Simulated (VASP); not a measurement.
Here is the system:

```
Ta
1.0
   -1.65973     1.65973     1.65973
    1.65973    -1.65973     1.65973
    1.65973     1.65973    -1.65973
Ta
1
Direct
  0.00000   0.00000   0.00000
```

Computed with PBE GGA with spin-orbit coupling, VASP's PBE PAW potentials (set 64) (plane waves; VASP). Numerical set-up: 400 eV cut-off, 14×14×14 Γ-centred mesh, Gaussian smearing of 0.050 eV, potentials Ta_pv.

Question: Give the energies of bands 7 to 17 at the high-symmetry points, in eV from the Fermi level.

Answer: 
| band | Γ | H | N | P |
|---|---|---|---|---|
| 7 | -7.82 | -3.68 | -4.27 | -1.55 |
| 8 | -7.82 | -3.68 | -4.27 | -1.55 |
| 9 | 0.60 | -3.68 | -1.48 | -0.99 |
| 10 | 0.60 | -3.68 | -1.48 | -0.99 |
| 11 | 0.60 | 6.53 | 1.60 | -0.99 |
| 12 | 0.60 | 6.53 | 1.60 | -0.99 |
| 13 | 1.02 | 6.53 | 3.84 | 5.03 |
| 14 | 1.02 | 6.53 | 3.84 | 5.03 |
| 15 | 4.02 | 7.14 | 4.86 | 5.03 |
| 16 | 4.02 | 7.14 | 4.86 | 5.03 |
| 17 | 4.02 | 7.28 | 7.69 | 6.99 |

It has no gap at this level: it comes out as a metal or semimetal.

The compound is Ta in the bcc structure. It was relaxed first.
